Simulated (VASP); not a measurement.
```xyz
4
Lattice="3.2472 0.0000 0.0000 -1.6236 2.8122 0.0000 0.0000 0.0000 9.2496" Properties=species:S:1:pos:R:3 pbc="T T T"
Sc     0.0000     0.0000     0.0000
Sc     0.0000     0.0000     4.6248
Al     0.0000     1.8748     2.3124
Al     1.6236     0.9374     6.9372
```

Computed with r2SCAN meta-GGA, VASP's PBE PAW potentials (set 64) (plane waves; VASP). Run with 400 eV cut-off, 12×12×4 Γ-centred mesh, tetrahedra with Blöchl corrections, potentials Sc_sv Al.

The cores are frozen, which limits the accuracy of field gradients.

Q: Give the principal components of the electric field gradient (V/Å²) and the asymmetry η at each nucleus.

A: 
| atom | Vxx | Vyy | Vzz | η |
|---|---|---|---|---|
| Sc1 | -4.6 | -4.6 | 9.2 | 0.00 |
| Sc2 | -4.6 | -4.6 | 9.2 | 0.00 |
| Al3 | 22.9 | 22.9 | -45.7 | 0.00 |
| Al4 | 22.9 | 22.9 | -45.7 | 0.00 |

The structure was generated: ScAl was put into the NiAs type type (P6_3/mmc), which need not be its known phase. It was relaxed first, which changed the volume by -30 %.
